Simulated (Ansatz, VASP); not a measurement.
# Ta4O: VASP beside Ansatz

```xyz
5
Lattice="3.2575 0.0000 0.0000 0.0000 3.2575 0.0000 0.0000 0.0000 7.4093" Properties=species:S:1:pos:R:3 pbc="T T T"
Ta    0.0039   -0.0260    0.0036
Ta    1.6137    1.6212    1.6214
Ta    1.6072    1.6516    5.8261
Ta   -0.0108    0.0416    3.6412
O     1.6055    1.6020    3.6732
```

Change from the starting cell: atoms moved at random, drawn with an rms of 0.05 Å.

Alike in both runs: task single point; functional PBEsol; k mesh 8 × 8 × 4; occupations fermi-dirac, width 0.05 eV; no spin polarisation.

|  | VASP | Ansatz |
| --- | --- | --- |
| version | VASP 6.6.1 | Ansatz 0.2.0 |
| potentials or method | VASP PAW PBE potentials, release 64 (Ta_pv, O) | Ansatz PAW |
| plane-wave cutoff (eV) | 520 | 420 |
| valence electrons in the cell | 50 | 58 |

VASP gave:

- gap on the k mesh at the Fermi level (eV): none
- pressure (GPa): -7.2
- largest component of the traceless stress (GPa): 0.29
- rms of the force components (eV/Å): 0.420

Problem. Which values does Ansatz return?

Solution. gap on the k mesh at the Fermi level (eV): none; pressure (GPa): -7.5; largest component of the traceless stress (GPa): 0.29; rms of the force components (eV/Å): 0.413.

Atom by atom the forces differ by 0.015 eV/Å (rms over components). A gap of «none» marks a metal or a gap that the smearing closes. The two sets of potentials don't hold the same shells in valence.

Caveats: the PAW data sets were made with another functional, which shifts forces and pressure a little (VASP); the PAW data sets come from PBE, with cores solved anew for the run's functional, which leaves a small shift of forces and pressure (Ansatz). Spin-orbit coupling is left out, which matters for the levels of Ta.
